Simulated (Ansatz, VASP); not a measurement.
# Cross-check of Be (zigzag Be chain) between VASP and Ansatz

One calculation is typed for both programs; each brings its own data sets. How far apart do they land? The structure shown is the start of the Ansatz relaxation below; VASP solves that cell, so the two are compared at the walk's first step. Other levels of theory on this material are compared in a session of their own.

Method: plane waves, with VASP 6.6.1 beside it; single point at RPBE, in Ansatz 0.2.0.

## Step 1: The starting structure

The cell holds 2 atoms: 2 Be. Its edges and angles: a = 9.000 Å, b = 7.500 Å, c = 3.221 Å, α = 90.0°, β = 90.0°, γ = 90.0°. Vacuum lies along a and b. The structure's axis is c.

## Step 2: Ansatz: relaxation, RPBE

Ansatz runs on its default PAW (the set named soft_2) files.

The two programs are compared at the cell with which this relaxation starts, whose forces are those of its first step.

input.yaml reads:

```yaml
crystal:
  lattice:
    - [9.0, 0.0, 0.0]
    - [0.0, 7.5, 0.0]
    - [0.0, 0.0, 3.2209928187]
  atoms:
    - { symbol: Be, position: [0.452426882, 0.5, 0.0], spin: 0.5 }
    - { symbol: Be, position: [0.547573118, 0.5, 0.5], spin: 0.5 }
magnetization:
  spin_polarized: true
kpoints:
  mp_grid: { grid: [1, 1, 25] }
scf:
  occupations: { method: fermi_dirac, width: 0.05 }
hamiltonian:
  xc: rpbe
relax:
  cell: { fix: [a, b, alpha, beta, gamma] }
  max_steps: 60
```

Command:

```console
$ ansatz run input.yaml --threads 4 --pin off --max-ram 8192MiB --backend cpu --events-out ev --progress --plain --runs-dir out
```

Numbers of over 12 decimals in the logs are rounded to 6 here.

What it wrote:

```text
Engine: ansatz 0.2.0, aarch64-unknown-linux-gnu
Pseudopotentials: kind: paw
Pseudopotential: Be, paw, valence charge 2, recommended cutoff 420 eV (normal), Be.paw.azcp
Functional definition: RPBE
  parameter kappa = 0.804
  parameter beta = 0.066725
  exchange = rpbe_x(kappa = kappa, mu = beta*pi^2/3)
  correlation = pbe_c(beta = beta)
Crystal: 2 atoms, lattice volume = 217.417 Å³
Basis set: ecut = 420 eV, 4281 PW (Γ), exchange–correlation on 128×108×48 points (8 copies of the dense FFT grid, shifted against one another)
Bands: 7, of which v1, the nominal top of the filled ones, is band 2 counted from 1 (1 counted from 0)
Symmetry: 8 space group operations
Space group: Pmma (ITA 51), of the structure as read, at distance tolerance 6.0e-5 Å
Magnetic group: BNS 51.289 (UNI 387), of the structure as read, at distance tolerance 6.0e-5 Å
k-points: 13 of 25
Non-local potential: Be, projectors of the file, l = 0: 2, l = 1: 2, l = 2: 1
PAW form: soft (Blöchl's): semilocal exchange-correlation on the pseudo side does not see the compensation charge
PAW frozen core: Be, regenerated for the run's functional, and the local potential with it (the file was generated under x = pbe(κ = 0.804, μ = 0.219515), c = pbe(β = 0.066725))
PAW one-centre angular grid: Be, 110 points (default); XC on 64 Gauss nodes
Initial density: superposition of atomic densities (neutral atoms: chi_scale 0, normalization atom)
Starting moments: Σ|m| = 1 μB on 2 of 2 sites
Initial wavefunctions: pseudopotential atomic-orbital guess
Functional: x = rpbe, c = pbe(β = 0.066725)
SCF iter   1: F=—  HF=-182.980292 eV  |F-HF|=—  |Δ(HF+E_count)|=         —  Δρ=1.48e-2 (↑1.23e-2 ↓1.48e-2)  dr2=3.14e0  dr2_m=8.89e-3  M=0.695 μB ∫|m|=0.695 μB  β_m=0.30  ethr=3.10e-3  ⟨swp⟩=7.6  Hψ=2097  notcnv=0
preconditioner: auto → none  [insulator: Δε(μ)=0.145 eV  Ē_g=6.609 eV  σ=0.050 eV  W_gap=0.62  n_scr=10 (ndim 8)  ℏωp=5.0 eV  f_vac=0.527  D(μ)=0.70/eV (n_scr^D=2)  ε∞_Penn≈1.6]
SCF iter   2: F=—  HF=-182.158658 eV  |F-HF|=—  |Δ(HF+E_count)|=   8.22e-1  Δρ=8.02e-3 (↑5.31e-3 ↓8.02e-3)  dr2=7.14e-1  dr2_m=6.58e-3  M=0.739 μB ∫|m|=0.739 μB  β_m=0.30  ethr=3.10e-3  ⟨swp⟩=2.1  Hψ=559  notcnv=0  defer=8
preconditioner: auto → LDOS  [metal: Δε(μ)=0.138 eV  Ē_g=6.017 eV  σ=0.050 eV  W_gap=0.48  n_scr=10 (ndim 8)  ℏωp=5.0 eV  f_vac=0.553  D(μ)=1.45/eV (n_scr^D=8)]
spin=Collinear: LDOS preconditioning applied to the charge; magnetization (m = ρ↑ − ρ↓) channel mixes plain (no charge-response kernel on spin).
SCF iter   3: F=—  HF=-181.985338 eV  |F-HF|=—  |Δ(HF+E_count)|=   1.73e-1  Δρ=2.33e-3 (↑2.33e-3 ↓1.60e-3)  dr2=3.41e-2  dr2_m=4.41e-3  M=0.712 μB ∫|m|=0.712 μB  β_m=0.30  ethr=3.10e-3  ⟨swp⟩=2.4  Hψ=364  notcnv=0  defer=8
SCF iter   4: F=—  HF=-181.990231 eV  |F-HF|=—  |Δ(HF+E_count)|=   4.89e-3  Δρ=2.15e-3 (↑8.93e-4 ↓2.15e-3)  dr2=2.04e-2  dr2_m=2.53e-3  M=0.714 μB ∫|m|=0.714 μB  β_m=0.30  ethr=8.53e-4  ⟨swp⟩=2.6  Hψ=379  notcnv=0  defer=8
SCF iter   5: F=—  HF=-181.992997 eV  |F-HF|=—  |Δ(HF+E_count)|=   2.77e-3  Δρ=9.95e-4 (↑9.95e-4 ↓8.46e-4)  dr2=6.08e-4  dr2_m=1.55e-3  M=0.711 μB ∫|m|=0.711 μB  β_m=0.30  ethr=5.09e-4  ⟨swp⟩=2.7  Hψ=337  notcnv=0  defer=8
SCF iter   6: F=—  HF=-181.996046 eV  |F-HF|=—  |Δ(HF+E_count)|=   3.05e-3  Δρ=7.67e-4 (↑7.09e-4 ↓7.67e-4)  dr2=2.14e-4  dr2_m=1.03e-3  M=0.711 μB ∫|m|=0.711 μB  β_m=0.30  ethr=1.52e-5  ⟨swp⟩=2.3  Hψ=347  notcnv=0  defer=8
Mixer restart at iter 6: flushing history
spin-set hold released at iteration 6 (site moments contracting): the magnetisation degrees of freedom join the quasi-Newton model from the next iteration; the mixer history was flushed
SCF iter   7: F=—  HF=-181.997716 eV  |F-HF|=—  |Δ(HF+E_count)|=   1.67e-3  Δρ=6.31e-4 (↑5.74e-4 ↓6.31e-4)  dr2=1.34e-4  dr2_m=6.90e-4  M=0.711 μB ∫|m|=0.711 μB  β_m=0.56  ethr=5.35e-6  ⟨swp⟩=2.0  Hψ=311  notcnv=0  defer=8
SCF iter   8: F=—  HF=-182.001310 eV  |F-HF|=—  |Δ(HF+E_count)|=   3.59e-3  Δρ=2.00e-4 (↑1.61e-4 ↓2.00e-4)  dr2=2.27e-5  dr2_m=6.24e-5  M=0.721 μB ∫|m|=0.723 μB  β_m=0.82  ethr=3.36e-6  ⟨swp⟩=2.8  Hψ=385  notcnv=0  defer=8
SCF iter   9: F=—  HF=-182.002002 eV  |F-HF|=—  |Δ(HF+E_count)|=   6.92e-4  Δρ=8.01e-5 (↑7.06e-5 ↓8.01e-5)  dr2=3.75e-5  dr2_m=8.53e-6  M=0.734 μB ∫|m|=0.739 μB  β_m=0.91  ethr=5.67e-7  ⟨swp⟩=3.2  Hψ=373  notcnv=0  defer=8
[...]
spin=Collinear: LDOS preconditioning applied to the charge; magnetization (m = ρ↑ − ρ↓) channel mixes plain (no charge-response kernel on spin).
[...]
SCF iter   9: F=-183.963766 eV  HF=-183.963766 eV  |F-HF|=3.24e-10  |Δ(HF+E_count)|=   8.13e-9  Δρ=2.06e-7 (↑1.95e-7 ↓2.06e-7)  dr2=2.16e-11  dr2_m=5.04e-11  M=0.000 μB ∫|m|=0.000 μB  β_m=1.00  ethr=1.04e-11  ⟨swp⟩=1.0  Hψ=559  notcnv=0
iter 10 did not close the SCF: its close was put off for a magnetic moment that had not settled (scf_convergence_deferred on its scf_iter line)
SCF iter  10: F=-183.963766 eV  HF=-183.963766 eV  |F-HF|=7.39e-11  |Δ(HF+E_count)|=   1.01e-9  Δρ=1.14e-7 (↑1.12e-7 ↓1.14e-7)  dr2=5.21e-13  dr2_m=1.69e-11  M=0.000 μB ∫|m|=0.000 μB  β_m=1.00  ethr=1.00e-12  ⟨swp⟩=1.0  Hψ=564  notcnv=0
SCF iter  11: F=-183.963766 eV  HF=-183.963766 eV  |F-HF|=4.01e-12  |Δ(HF+E_count)|=  3.61e-10  Δρ=4.31e-8 (↑4.31e-8 ↓3.75e-8)  dr2=1.74e-12  dr2_m=2.01e-12  M=0.000 μB ∫|m|=0.000 μB  ethr=1.00e-12  ⟨swp⟩=1.0  Hψ=559  notcnv=0
the starting moments were not kept: the SCF closed with an absolute magnetisation of 2.1e-5 μB, where they sum to 1 μB in size (2 sites). That is at most 0.1 of that sum. Measured as dr2_m measures the in/out step, that magnetisation stands 3.9e-11 eV from none, at or under the dr2_threshold of 2.0e-7 eV: it is no larger than a step whose dr2_m would equal this threshold.
SCF 11 converged in 11 iterations: F = -183.963766 eV  dr2 = 1.74e-12
  greatest PAW one-centre occupation: 0.412 electrons in one spin orbital (limit 2), on the Be atom at site 1 (counted from 0), in its partial waves of l = 0
relax step  11: F+E_penalty+E_count = -183.96376619 eV  Δ(F+E_penalty+E_count) = -2.962e-3 eV  max|allowed force component| = 3.896e-4 eV/Å  Δτ_max = 0.0034 Å  P = +0.069 GPa  Ω = 147.148 Å³  energy of the carried Pulay correction = +1.505e-3 eV  fix = [a, b, alpha, beta, gamma]  reactions: a +0.163, b +0.087 GPa  (11 SCF iters, dr2 threshold 2.00e-7 eV, accepted)
Basis set: ecut = 420 eV, 2925 PW (Γ), exchange–correlation on 128×108×30 points (8 copies of the dense FFT grid, shifted against one another)
Initial wavefunctions: pseudopotential atomic-orbital guess (no wavefunctions were taken with the density)
iter 1 solved again at ethr=2.71e-8 eV; its pass at ethr=3.10e-3 eV (dr2=1.09e-6 eV) is discarded
SCF iter   1: F=—  HF=-183.963364 eV  |F-HF|=—  |Δ(HF+E_count)|=         —  Δρ=1.45e-5 (↑1.45e-5 ↓1.45e-5)  dr2=1.19e-7  dr2_m=2.01e-12  M=0.000 μB ∫|m|=0.000 μB  β_m=0.30  ethr=2.71e-8  ⟨swp⟩=3.2  Hψ=2406  notcnv=0
preconditioner: auto → LDOS  [metal: Δε(μ)=0.107 eV  Ē_g=6.733 eV  σ=0.050 eV  W_gap=0.45  n_scr=10 (ndim 8)  ℏωp=6.1 eV  f_vac=0.517  D(μ)=1.93/eV (n_scr^D=10)]
spin=Collinear: LDOS preconditioning applied to the charge; magnetization (m = ρ↑ − ρ↓) channel mixes plain (no charge-response kernel on spin).
SCF iter   2: F=—  HF=-183.963365 eV  |F-HF|=—  |Δ(HF+E_count)|=   1.72e-6  Δρ=1.02e-5 (↑1.02e-5 ↓1.02e-5)  dr2=5.60e-8  dr2_m=1.72e-12  M=0.000 μB ∫|m|=0.000 μB  β_m=0.63  ethr=2.99e-9  ⟨swp⟩=2.3  Hψ=230  notcnv=0
SCF iter   3: F=—  HF=-183.963367 eV  |F-HF|=—  |Δ(HF+E_count)|=   1.76e-6  Δρ=6.96e-7 (↑6.96e-7 ↓6.80e-7)  dr2=1.60e-9  dr2_m=8.97e-13  M=0.000 μB ∫|m|=0.000 μB  β_m=0.82  ethr=1.40e-9  ⟨swp⟩=2.1  Hψ=248  notcnv=0
SCF iter   4: F=—  HF=-183.963367 eV  |F-HF|=—  |Δ(HF+E_count)|=   2.91e-9  Δρ=9.36e-8 (↑8.10e-8 ↓9.36e-8)  dr2=9.80e-11  dr2_m=5.09e-13  M=0.000 μB ∫|m|=0.000 μB  β_m=0.86  ethr=4.01e-11  ⟨swp⟩=2.0  Hψ=242  notcnv=0
SCF iter   5: F=-183.963367 eV  HF=-183.963367 eV  |F-HF|=6.20e-12  |Δ(HF+E_count)|=  4.94e-11  Δρ=4.07e-8 (↑3.16e-8 ↓4.07e-8)  dr2=1.18e-11  dr2_m=3.42e-13  M=0.000 μB ∫|m|=0.000 μB  ethr=1.00e-12  ⟨swp⟩=5.3  Hψ=512  notcnv=0
the starting moments were not kept: the SCF closed with an absolute magnetisation of 1.3e-5 μB, where they sum to 1 μB in size (2 sites). That is at most 0.1 of that sum. Measured as dr2_m measures the in/out step, that magnetisation stands 1.4e-11 eV from none, at or under the dr2_threshold of 2.0e-11 eV: it is no larger than a step whose dr2_m would equal this threshold.
SCF 12 converged in 5 iterations: F = -183.963367 eV  dr2 = 1.18e-11
relax step  12: F+E_penalty+E_count = -183.96336712 eV  Δ(F+E_penalty+E_count) = +3.991e-4 eV  max|allowed force component| = 4.965e-4 eV/Å  Δτ_max = 0.0000 Å  P = +0.066 GPa  Ω = 147.148 Å³  fix = [a, b, alpha, beta, gamma]  reactions: a +0.161, b +0.085 GPa  stress off target by 4.75e-2 GPa on what of the cell is left free  SCF on the basis re-selected at this cell (its energy is not comparable with the rows above)  (5 SCF iters)
basis re-selected at this cell: Δ(F+E_penalty+E_count) = +3.991e-4 eV, ΔP = -0.003 GPa vs the last step (what re-selecting the basis moved, of the pressure what is left beyond the Pulay correction that the steps carried, after the strain that the cell walked since its last selection, with what the two solves' SCF thresholds leave and, on support functions, any second-order correction that the steps lacked; it is no measure of the basis error at this ecutwfc). The dense FFT grid was sized anew with the basis: this SCF ran on 64×54×15 points, the steps before it on 64×54×24, so part of this shift can come from that change (see relax.cell in the input reference). [rest of the remark cut]
SCF converged after 5 iterations
Magnetization: 0.0000 μB (2.0000 up, 2.0000 down)
Absolute magnetization: 0.0000 μB (∫|ρ↑−ρ↓|, with the PAW one-centre terms)
Spin contamination: 0.0000 ħ² per cell (⟨S²⟩ above its minimum at these occupations)
Per-site moments (μB) at R_I (Å): [(1.720159240151689e-6, 0.858174), (1.7201592401657364e-6, 0.858174)]
Free energy (F): -183.963367 eV
Harris-Foulkes:  -183.963367 eV  (|F-HF|=6.20e-12)
Internal energy: -183.947879 eV  (E = F + TS)
E sigma→0 (E₀):  -183.955623 eV
Entropy (-TS):   -0.015488 eV (-7.744 meV/atom)
Fermi energy:    -3.006486 eV
--- Per-component energies (eV) ---
  E_band       = -21.538658
  E_kinetic    = 32.787300
  E_local      = -136.596859  (includes V_loc(G=0)·N_el)
  E_nonlocal   = 10.733385
  E_hartree    = 54.669978
  E_xc         = -34.810652
  E_vxc        = -34.961796  (∫ρ·V_xc dr)
  E_paw        = -121.089625  (= ΣΔE_a)
  E_vpaw       = -2.840616  (= ΣTr[D̂ρ^β])
  E_aug_tail   = -0.000001  (compensation charges beyond the density's cutoff)
  E_ewald      = 10.371526
  E_core_change = -0.012932  (= ΣΔE_core)
  E_smearing   = -0.015488  (= −TS)
  E_closure    = -0.000000  (closes the sum)
  Σ components = -183.963367   (vs F -183.963367, Δ=0.00e0)
--- Forces (eV/Å), atoms counted from 1 ---
  atom   1  Be     0.00049652     0.00000000     0.00000000
  atom   2  Be    -0.00049652     0.00000000     0.00000000
  max |Σ_I F_I| component: 0.00e0 eV/Å
--- Stress (GPa, compression-positive) ---
        0.160519       0.000000       0.000000
        0.000000       0.084996       0.000000
        0.000000       0.000000      -0.047470
  P = ⅓ Tr σ = 0.0660 GPa (0.660 kbar)
--- Relaxed structure (11 steps of the walk, 10 accepted, 1 SCFs on fresh bases) ---
  F+E_penalty+E_count = -183.96336712 eV   max|allowed force component| = 4.965e-4 eV/Å   (the final SCF, on the basis selected at the relaxed cell)
  cell:  # Å, volume = 147.1481 Å³
    - [9.0, 0.0, 0.0]
    - [0.0, 7.5, 0.0]
    - [0.0, 0.0, 2.179971]
  atoms:
    - { symbol: Be, position: [0.401554, 0.5, 0.0] }
    - { symbol: Be, position: [0.598446, 0.5, 0.5] }
```

(Part 1 of 2 ends here.)

[Lines on the potential files, build, host, timing and source positions are cut from VASP's logs without a mark.]

[Logs are printed without paths, hosts, clocks, repeated set-up lines and the standing remarks that a program may print on its own settings, such as how far it seeks lower states.]

[Hosts, paths, dates, database ids (printed as entryN), source tags and the programs' standing remarks are cut or masked in the printed files.]
